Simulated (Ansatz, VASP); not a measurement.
# Cross-check of SrPb2N2 between VASP and Ansatz

Aim: how closely do two programs agree when they are given the same cell, functional and k mesh? Of the first pair: The structure shown is the start of the Ansatz relaxation below; VASP solves that cell, so the two are compared at the walk's first step.

Calculated with Ansatz 0.2.0; plane waves, with VASP 6.6.1 beside it; single point at PBE.

## (1) The structure

The cell holds 5 atoms: 2 Pb, 1 Sr and 2 N. Cell: a = 3.582 Å, b = 3.582 Å, c = 35.415 Å, α = 90.0°, β = 90.0°, γ = 120.0°. It derives from SrPb2N2. As first built, before any earlier steps moved the atoms (in the runner's words): one layer cut from layered SrPb2N2 (space group P-3m1). Vacuum lies along c. The height across the vacuum is the one that the program set for its solve, not the one typed.

## (2) Ansatz: relaxation, PBE

Ansatz runs on its default PAW (the set named soft_2) files.

The two programs are compared at the cell with which this relaxation starts, whose forces are those of its first step.

input.yaml reads:

```yaml
crystal:
  lattice:
    - [3.58242795, 0.0, 0.0]
    - [-1.79121398, 3.10247361, 0.0]
    - [0.0, 0.0, 21.80736046]
  atoms:
    - { symbol: Pb, position: [0.0, 0.0, 0.36684862] }
    - { symbol: Pb, position: [0.33333333, 0.66666667, 0.63315138] }
    - { symbol: Sr, position: [0.66666667, 0.33333333, 0.5] }
    - { symbol: "N", position: [0.0, 0.0, 0.5749532] }
    - { symbol: "N", position: [0.33333333, 0.66666667, 0.4250468] }
  periodic: [true, true, false]
kpoints:
  mp_grid: { grid: [9, 9, 1] }
scf:
  occupations: { method: fermi_dirac, width: 0.05 }
hamiltonian:
  xc: pbe
  pseudopotentials: { kind: paw }
output:
  forces: true
  stress: true
relax:
  f_tol: 0.02
  max_steps: 50
  cell: {}
```

On the command line:

```console
$ ansatz run input.yaml --threads 4 --pin off --max-ram 8192MiB --backend cpu --events-out ev --progress --plain --runs-dir out
```

Numbers of over 12 decimals in the logs are rounded to 6 here.

Log:

```text
Warning: crystal.periodic: the lattice vector that does not repeat stood 0.000° off the slab's normal, 21.807 Å along it as the deck builds it. The run solves the slab on a vector along the normal, 35.415 Å long, with every atom where it was (on the deck's vector they left 16.00 Å outside them, and the widest stretch free of ions among them is 1.63 Å). A fractional position that the run reports is one of the run's ce [...]
crystal.periodic: the lattice vector that does not repeat stood 0.000° off the slab's normal, 21.807 Å along it as the deck builds it. The run solves the slab on a vector along the normal, 35.415 Å long, with every atom where it was (on the deck's vector they left 16.00 Å outside them, and the widest stretch free of ions among them is 1.63 Å). A fractional position that the run reports is one of the run's cell, which [...]
Engine: ansatz 0.2.0, aarch64-unknown-linux-gnu
Pseudopotentials: kind: paw
Pseudopotential: Pb, paw, valence charge 14, recommended cutoff 420 eV (normal), Pb.paw.azcp
Pseudopotential: Sr, paw, valence charge 10, recommended cutoff 420 eV (normal), Sr.paw.azcp
Pseudopotential: N, paw, valence charge 5, recommended cutoff 420 eV (normal), N.paw.azcp
Functional definition: PBE
  parameter kappa = 0.804
  parameter beta = 0.066725
  exchange = pbe_x(kappa = kappa, mu = beta*pi^2/3)
  correlation = pbe_c(beta = beta)
Crystal: 5 atoms, lattice volume = 393.613 Å³
Basis set: ecut = 420 eV, 7565 PW (Γ), exchange–correlation on 48×48×480 points (8 copies of the dense FFT grid, shifted against one another)
Bands: 29, of which v1, the nominal top of the filled ones, is band 24 counted from 1 (23 counted from 0)
Symmetry: 12 space group operations
Space group: P-3m1 (ITA 164), of the structure as read, at distance tolerance 7.3e-5 Å
k-points: 12 of 81
Non-local potential: Pb, projectors of the file, l = 0: 2, l = 1: 2, l = 2: 2, l = 3: 2
Non-local potential: Sr, projectors of the file, l = 0: 3, l = 1: 2, l = 2: 2
Non-local potential: N, projectors of the file, l = 0: 2, l = 1: 2, l = 2: 1
PAW form: soft (Blöchl's): semilocal exchange-correlation on the pseudo side does not see the compensation charge
PAW one-centre angular grid: Pb, 590 points (default); XC on 64 Gauss nodes
PAW one-centre angular grid: Sr, 110 points (default); XC on 64 Gauss nodes
PAW one-centre angular grid: N, 110 points (default); XC on 64 Gauss nodes
Initial density: superposition of atomic densities (neutral atoms: chi_scale 0, normalization atom), corrected by the library's trained network
Initial wavefunctions: pseudopotential atomic-orbital guess
Functional: x = pbe(κ = 0.804, μ = 0.219515), c = pbe(β = 0.066725)
[...]
SCF iter   2: F=—  HF=-28125.500787 eV  |F-HF|=—  |Δ(HF+E_count)|=   7.18e-5  Δρ=2.33e-5  dr2=2.91e-6  ethr=2.31e-9  ⟨swp⟩=6.0  Hψ=1468  notcnv=0
SCF iter   3: F=—  HF=-28125.500791 eV  |F-HF|=—  |Δ(HF+E_count)|=   4.53e-6  Δρ=8.05e-6  dr2=2.61e-7  ethr=2.31e-9  ⟨swp⟩=2.3  Hψ=467  notcnv=0
SCF iter   4: F=—  HF=-28125.500797 eV  |F-HF|=—  |Δ(HF+E_count)|=   5.42e-6  Δρ=5.43e-6  dr2=7.33e-8  ethr=5.43e-10  ⟨swp⟩=3.1  Hψ=497  notcnv=0
SCF iter   5: F=—  HF=-28125.500801 eV  |F-HF|=—  |Δ(HF+E_count)|=   4.13e-6  Δρ=2.26e-6  dr2=6.26e-9  ethr=1.53e-10  ⟨swp⟩=3.0  Hψ=692  notcnv=0
SCF iter   6: F=—  HF=-28125.500802 eV  |F-HF|=—  |Δ(HF+E_count)|=   1.62e-6  Δρ=8.15e-7  dr2=1.60e-9  ethr=1.30e-11  ⟨swp⟩=3.7  Hψ=672  notcnv=0
SCF iter   7: F=—  HF=-28125.500803 eV  |F-HF|=—  |Δ(HF+E_count)|=   3.40e-7  Δρ=3.34e-7  dr2=4.18e-10  ethr=3.33e-12  ⟨swp⟩=2.8  Hψ=613  notcnv=0
SCF iter   8: F=-28125.500803 eV  HF=-28125.500803 eV  |F-HF|=1.62e-9  |Δ(HF+E_count)|=   4.06e-8  Δρ=6.48e-8  dr2=1.59e-11  ethr=1.00e-12  ⟨swp⟩=9.5  Hψ=3065  notcnv=0
SCF 4 converged in 8 iterations: F = -28125.500803 eV  dr2 = 1.59e-11
relax step   4: F+E_penalty+E_count = -28125.50080282 eV  Δ(F+E_penalty+E_count) = -1.227e-3 eV  max|allowed force component| = 1.216e-2 eV/Å  Δτ_max = 0.0000 Å  P = +0.052 N/m  Ω = 397.590 Å³  fix = [c, alpha, beta]  reactions: c +0.000 N/m  stress off target by 5.25e-2 N/m on what of the cell is left free  SCF on the basis re-selected at this cell (its energy is not comparable with the rows above)  (8 SCF iters)
[...]
relax step   5: F+E_penalty+E_count = -28125.50074625 eV  Δ(F+E_penalty+E_count) = +5.656e-5 eV  max|allowed force component| = 4.850e-3 eV/Å  Δτ_max = 0.0018 Å  P = +0.014 N/m  Ω = 397.891 Å³  energy of the carried Pulay correction = -9.014e-5 eV  fix = [c, alpha, beta]  reactions: c +0.000 N/m  (6 SCF iters, dr2 threshold 2.75e-9 eV, accepted)
[...]
relax step   6: F+E_penalty+E_count = -28125.50086682 eV  Δ(F+E_penalty+E_count) = -1.206e-4 eV  max|allowed force component| = 4.841e-3 eV/Å  Δτ_max = 0.0000 Å  P = +0.015 N/m  Ω = 397.891 Å³  fix = [c, alpha, beta]  reactions: c +0.000 N/m  stress off target by 1.45e-2 N/m on what of the cell is left free  SCF on the basis re-selected at this cell (its energy is not comparable with the rows above)  (10 SCF iters)
basis re-selected at this cell: Δ(F+E_penalty+E_count) = -1.206e-4 eV, ΔP = +0.001 N/m vs the last step (what re-selecting the basis moved, of the pressure what is left beyond the Pulay correction that the steps carried, after the strain that the cell walked since its last selection, with what the two solves' SCF thresholds leave and, on support functions, any second-order correction that the steps lacked; it is no m [...]
SCF converged after 10 iterations
Free energy (F): -28125.500867 eV
Harris-Foulkes:  -28125.500867 eV  (|F-HF|=1.09e-11)
Internal energy: -28125.500867 eV  (E = F + TS)
E sigma→0 (E₀):  -28125.500867 eV
Entropy (-TS):   -0.000000 eV (-0.000 meV/atom)
Fermi energy:    -3.763270 eV
--- Per-component energies (eV) ---
  E_band       = -786.888800
  E_kinetic    = 1079.810195
  E_local      = -116070.833432  (includes V_loc(G=0)·N_el)
  E_nonlocal   = 994.191100
  E_hartree    = 57269.026307
  E_xc         = -734.842254
  E_vxc        = -579.471215  (∫ρ·V_xc dr)
  E_paw        = -23760.209048  (= ΣΔE_a)
  E_vpaw       = -748.638355  (= ΣTr[D̂ρ^β])
  E_aug_tail   = 0.000277  (compensation charges beyond the density's cutoff)
  E_ewald      = 53097.355989
  E_smearing   = -0.000000  (= −TS)
  E_closure    = -0.000000  (closes the sum)
  Σ components = -28125.500867   (vs F -28125.500867, Δ=0.00e0)
--- Forces (eV/Å), atoms counted from 1 ---
  atom   1  Pb    -0.00000000     0.00000000     0.00100032
  atom   2  Pb    -0.00000000     0.00000000    -0.00100032
  atom   3  Sr     0.00000000     0.00000000     0.00000000
  atom   4  N     -0.00000000    -0.00000000     0.00484078
  atom   5  N      0.00000000     0.00000000    -0.00484078
  max |Σ_I F_I| component: 4.05e-18 eV/Å
--- 2D stress c σ (N/m, compression-positive) ---
        0.014542       0.000000      -0.000000
        0.000000       0.014542      -0.000000
       -0.000000      -0.000000       0.000000
  P = ½ c Tr σ = 0.0145 N/m
--- Relaxed structure (4 steps of the walk, 3 accepted, 2 SCFs on fresh bases) ---
  F+E_penalty+E_count = -28125.50086682 eV   max|allowed force component| = 4.841e-3 eV/Å   (the final SCF, on the basis selected at the relaxed cell)
  cell:  # Å, volume = 397.8908 Å³
    - [3.601842, 2.902395568903175e-9, 0]
    - [-1.800921, 3.119287, 0]
    - [0, 0, 35.414721]
  atoms:
    - { symbol: Pb, position: [6.661338153954794e-17, 1.702341981293801e-17, 0.225579] }
    - { symbol: Pb, position: [0.333333, 0.666667, 0.390193] }
    - { symbol: Sr, position: [0.666667, 0.333333, 0.307886] }
    - { symbol: N, position: [6.661338153954794e-17, 1.702341981293801e-17, 0.353842] }
    - { symbol: N, position: [0.333333, 0.666667, 0.261929] }
```

## (3) VASP: single point, PBE, start cell, pair 1

The same cell, functional, mesh and smearing now go to VASP, with its own data sets.

Lines of VASP's logs that name or quote its potential files are left out, and so is its time.

INCAR reads:

```
SYSTEM = SrPb2N2
PREC = Accurate
ENCUT = 520
EDIFF = 1E-06
NELM = 120
ISMEAR = -1
SIGMA = 0.05
LREAL = .FALSE.
ALGO = Normal
GGA = PE
NBANDS = 30
LORBIT = 11
LWAVE = .FALSE.
LCHARG = .FALSE.
ISIF = 2
LDIPOL = .TRUE.
IDIPOL = 3
DIPOL = 0.5 0.5 0.308
LVHAR = .TRUE.
LASPH = .TRUE.
GGA_COMPAT = .FALSE.
EFERMI = MIDGAP
NELMDL = -8
KPAR = 2
```

POSCAR reads:

```
SrPb2N2
1.0
    3.5824280000      0.0000000000      0.0000000000
   -1.7912140000      3.1024740000      0.0000000000
    0.0000000000      0.0000000000     35.4147210000
Pb Sr N
2 1 2
Direct
    0.0000000000      1.0000000000      0.2258947628
    0.3333333334      0.6666666666      0.3898762890
    0.6666666667      0.3333333333      0.3078855259
    0.0000000000      1.0000000000      0.3540395391
    0.3333333334      0.6666666666      0.2617315127
```

KPOINTS reads:

```
Automatic mesh
0
Gamma
9 9 1
0 0 0
```

The projector-augmented-wave data sets are Pb_d, Sr_sv and N (PBE family, release 64).

On the command line:

```console
$ mpirun -np 2 vasp_std
```

Log:

```text
[banner, memory and clock lines left out]
running    2 mpi-ranks, on    1 nodes
 distrk:  each k-point on    1 cores,    2 groups
 distr:  one band on    1 cores,    1 groups

 POSCAR found type information on POSCAR PbSrN
 POSCAR found :  3 types and       5 ions
 LDA part: xc-table for (Slater+PW92), standard interpolation
 POSCAR, INCAR and KPOINTS ok, starting setup
 FFT: planning ... GRIDC
 FFT: planning ... GRID_SOFT
 FFT: planning ... GRID
 WAVECAR not read
 entering main loop
       N       E                     dE             d eps       ncg     rms          rms(c)
DAV:   1     0.526031157864E+03    0.52603E+03   -0.20400E+04   760   0.130E+03
DAV:   2     0.472116862309E+02   -0.47882E+03   -0.46120E+03   880   0.373E+02
DAV:   3    -0.293059933654E+02   -0.76518E+02   -0.74689E+02  1146   0.170E+02
DAV:   4    -0.329878854665E+02   -0.36819E+01   -0.36574E+01   902   0.415E+01
DAV:   5    -0.332633683398E+02   -0.27548E+00   -0.27530E+00  1310   0.993E+00
DAV:   6    -0.332667047901E+02   -0.33365E-02   -0.33362E-02  1014   0.103E+00
DAV:   7    -0.332668560643E+02   -0.15127E-03   -0.15127E-03  1262   0.183E-01
DAV:   8    -0.332668596250E+02   -0.35607E-05   -0.35605E-05  1026   0.255E-02    0.249E+01
DAV:   9    -0.264852909081E+02    0.67816E+01   -0.36239E+01  1288   0.554E+01    0.190E+01
DAV:  10    -0.260361798187E+02    0.44911E+00   -0.70863E+00   930   0.146E+01    0.105E+01
DAV:  11    -0.259651651010E+02    0.71015E-01   -0.16099E+00  1032   0.984E+00    0.216E+00
DAV:  12    -0.259378164236E+02    0.27349E-01   -0.20460E-01   986   0.291E+00    0.108E+00
DAV:  13    -0.259396831793E+02   -0.18668E-02   -0.15564E-02   902   0.754E-01    0.102E+00
DAV:  14    -0.259390200680E+02    0.66311E-03   -0.95577E-04  1262   0.362E-01    0.989E-01
[...]
DAV:  27    -0.259356253371E+02   -0.40844E-04   -0.13918E-04  1240   0.706E-02    0.336E-02
DAV:  28    -0.259356453547E+02   -0.20018E-04   -0.16497E-05  1000   0.273E-02    0.770E-03
DAV:  29    -0.259356707672E+02   -0.25413E-04   -0.11451E-06   574   0.666E-03    0.499E-03
DAV:  30    -0.259356838818E+02   -0.13115E-04   -0.29261E-06   704   0.106E-02    0.613E-03
DAV:  31    -0.259356852099E+02   -0.13282E-05   -0.29984E-07   534   0.537E-03    0.364E-03
DAV:  32    -0.259356881112E+02   -0.29012E-05   -0.53488E-07   542   0.440E-03    0.157E-03
DAV:  33    -0.259356896748E+02   -0.15636E-05   -0.18539E-07   522   0.327E-03    0.239E-03
DAV:  34    -0.259356903839E+02   -0.70915E-06   -0.10035E-07   528   0.220E-03
   1 F= -.25935690E+02 E0= -.25935690E+02  d E =-.978079E-07
```

Parts of OUTCAR (step 3):

```text
ion  position               nearest neighbor table
   1  0.000  0.000  0.226-   5 2.43   5 2.43   5 2.43   3 3.57   3 3.57   3 3.57
   2  0.333  0.667  0.390-   4 2.43   4 2.43   4 2.43   3 3.57   3 3.57   3 3.57
   3  0.667  0.333  0.308-   5 2.64   4 2.64   5 2.64   4 2.64   5 2.64   4 2.64   1 3.57   2 3.57
                             1 3.57   2 3.57   1 3.57   2 3.57
   4  0.000  0.000  0.354-   2 2.43   2 2.43   2 2.43   3 2.64   3 2.64   3 2.64
   5  0.333  0.667  0.262-   1 2.43   1 2.43   1 2.43   3 2.64   3 2.64   3 2.64

  LATTYP: Found a hexagonal cell.
 ALAT       =     3.5824280000
 C/A-ratio  =     9.8856755809

 Subroutine GETGRP returns: Found 12 space group operations
 (whereof  6 operations were pure point group operations)

The static configuration has the point symmetry C_3v.
 The point group associated with its full space group is D_3d.

 Found     12 irreducible k-points:

   k-points           NKPTS =     12   k-points in BZ     NKDIM =     12   number of bands    NBANDS=     30

   dimension x,y,z NGX =    28 NGY =   28 NGZ =  270
   dimension x,y,z NGXF=    56 NGYF=   56 NGZF=  540

   ENCUT  =  520.0 eV  38.22 Ry    6.18 a.u.   6.66  6.66 65.85*2*pi/ulx,y,z

   NELECT =      48.0000    total number of electrons

 k-points in reciprocal lattice and weights: Automatic mesh
   0.00000000  0.00000000  0.00000000       0.012
   0.11111111  0.00000000  0.00000000       0.074
   0.22222222  0.00000000  0.00000000       0.074
   0.33333333 -0.00000000  0.00000000       0.074
   0.44444444  0.00000000  0.00000000       0.074
   0.11111111  0.11111111  0.00000000       0.074
   0.22222222  0.11111111  0.00000000       0.148
   0.33333333  0.11111111  0.00000000       0.148
   0.44444444  0.11111111  0.00000000       0.074
   0.22222222  0.22222222  0.00000000       0.074
   0.33333333  0.22222222  0.00000000       0.148
   0.33333333  0.33333333  0.00000000       0.025

 dipolmoment           0.000000      0.000000      0.000001 electrons x Angstroem

 average (electrostatic) potential at core
       1 -98.4200       2 -98.4200       3 -41.3120       4 -69.3272       5 -69.3273

 E-fermi :  -1.3037

 k-point     1 :       0.0000    0.0000    0.0000
  band No.  band energies     occupation
    ...
     20      -2.9612      2.00000
     21      -2.9612      2.00000
     22      -2.4314      2.00000
     23      -2.4314      2.00000
     24      -2.0410      2.00000
     25      -0.6617      0.00001
     26      -0.1136      0.00000
     27       2.1867      0.00000
     28       2.2848      0.00000
     29       2.5211      0.00000
    ...

 k-point     2 :       0.1111    0.0000    0.0000
  band No.  band energies     occupation
    ...
     20      -3.2667      2.00000
     21      -3.0171      2.00000
     22      -2.7913      2.00000
     23      -2.5620      2.00000
     24      -2.0463      2.00000
     25      -0.0490      0.00000
     26       0.1619      0.00000
     27       2.3738      0.00000
     28       2.4521      0.00000
     29       2.6504      0.00000
    ...

 k-point     3 :       0.2222    0.0000    0.0000
  band No.  band energies     occupation
    ...
     20      -3.7428      2.00000
     21      -3.2057      2.00000
     22      -2.8339      2.00000
     23      -2.7205      2.00000
     24      -2.2899      2.00000
     25       0.5808      0.00000
     26       0.9697      0.00000
     27       1.8938      0.00000
     28       2.2095      0.00000
     29       2.7346      0.00000
    ...

  Total        0.9161227      0.9161229      0.8683177      0.0000000     -0.0000000      0.0000000
  in kB        3.7290207      3.7290215      3.5344332      0.0000000     -0.0000000      0.0000000
  external PRESSURE =       3.6641585 kB  Pullay stress =       0.0000000 kB

  energy-cutoff  :      520.00
  volume of cell :      393.61
      direct lattice vectors                 reciprocal lattice vectors
     3.582428000  0.000000000  0.000000000     0.279140293  0.161161705  0.000000000
    -1.791214000  3.102474000  0.000000000     0.000000000  0.322323410  0.000000000
     0.000000000  0.000000000 35.414721000     0.000000000  0.000000000  0.028236845

 POSITION                                       TOTAL-FORCE (eV/Angst)
 -----------------------------------------------------------------------------------
      0.00000      0.00000      8.00000        -0.000000     -0.000000     -0.249114
      0.00000      2.06832     13.80736        -0.000000      0.000000      0.249114
      1.79121      1.03416     10.90368        -0.000000      0.000000     -0.000000
      0.00000      0.00000     12.53821         0.000000     -0.000000     -0.159432
      0.00000      2.06832      9.26915        -0.000000     -0.000000      0.159432
 -----------------------------------------------------------------------------------
    total drift:                               -0.000001      0.000001      0.000127

  FREE ENERGIE OF THE ION-ELECTRON SYSTEM (eV)
  ---------------------------------------------------
  free  energy   TOTEN  =       -25.9356903839 eV

  energy  without entropy=      -25.9356902861  energy(sigma->0) =      -25.93569034

 vacuum level on the upper side and lower side of the slab         2.487         2.487

 total charge
# of ion       s       p       d       tot
------------------------------------------
    1        1.381   0.733   9.843  11.957
    2        1.381   0.733   9.843  11.957
    3        2.022   5.801   0.290   8.114
    4        1.271   2.301   0.000   3.572
    5        1.271   2.301   0.000   3.572
--------------------------------------------------
tot          7.326  11.871  19.976  39.172

[... 3 further parts left out ...]
```

## (4) Comparison

Known differences besides the potentials themselves: Ansatz cuts the interaction across the vacuum, VASP repeats the sheet with a dipole correction; the cutoff is 420 eV in Ansatz and 520 eV in VASP. Total energies have different zeros and are not compared.

Forces (eV/Å; atoms numbered as in POSCAR):

| atom | Ansatz x, y, z | VASP x, y, z |
| --- | --- | --- |
| Pb1 | 0.000, 0.000, -0.224 | 0.000, 0.000, -0.249 |
| Pb2 | 0.000, 0.000, 0.224 | 0.000, 0.000, 0.249 |
| Sr3 | 0.000, 0.000, 0.000 | 0.000, 0.000, 0.000 |
| N4 | 0.000, 0.000, -0.178 | 0.000, 0.000, -0.159 |
| N5 | 0.000, 0.000, 0.178 | 0.000, 0.000, 0.159 |

The forces differ by 11 meV/Å r.m.s., which is 10.6 % of the r.m.s. force of 0.108 eV/Å (both taken over all components). With vacuum in the cell, a pressure given here is an average over mostly empty space and none of the material.

## (5) Ansatz: relaxation, PBE

This run makes the geometry at which the two programs are then compared.

The structure compared here is the end of the Ansatz relaxation.

input.yaml is that of step 2.

On the command line:

```console
$ ansatz run input.yaml --threads 4 --pin off --max-ram 8192MiB --backend cpu --events-out ev --progress --plain --runs-dir out
```

Log:

```text
[...]
Crystal: 5 atoms, lattice volume = 393.613 Å³
Basis set: ecut = 420 eV, 7565 PW (Γ), exchange–correlation on 48×48×480 points (8 copies of the dense FFT grid, shifted against one another)
Bands: 29, of which v1, the nominal top of the filled ones, is band 24 counted from 1 (23 counted from 0)
Symmetry: 12 space group operations
[...]
cell:  # Å, volume = 397.8908 Å³
    - [3.601842, 2.902395568903175e-9, 0]
    - [-1.800921, 3.119287, 0]
    - [0, 0, 35.414721]
  atoms:
    - { symbol: Pb, position: [6.661338153954794e-17, 1.702341981293801e-17, 0.225579] }
    - { symbol: Pb, position: [0.333333, 0.666667, 0.390193] }
    - { symbol: Sr, position: [0.666667, 0.333333, 0.307886] }
    - { symbol: N, position: [6.661338153954794e-17, 1.702341981293801e-17, 0.353842] }
    - { symbol: N, position: [0.333333, 0.666667, 0.261929] }
[key lines of the parts left out:]
SCF converged after 10 iterations
Free energy (F): -28125.500867 eV
Fermi energy:    -3.763270 eV
P = ½ c Tr σ = 0.0145 N/m
```

(Continued in part 2 of 2.)

[Lines on the potential files, build, host, timing and source positions are cut from VASP's logs without a mark.]

[Logs are printed without paths, hosts, clocks, repeated set-up lines and the standing remarks that a program may print on its own settings, such as how far it seeks lower states.]

[Hosts, paths, dates, database ids (printed as entryN), source tags and the programs' standing remarks are cut or masked in the printed files.]
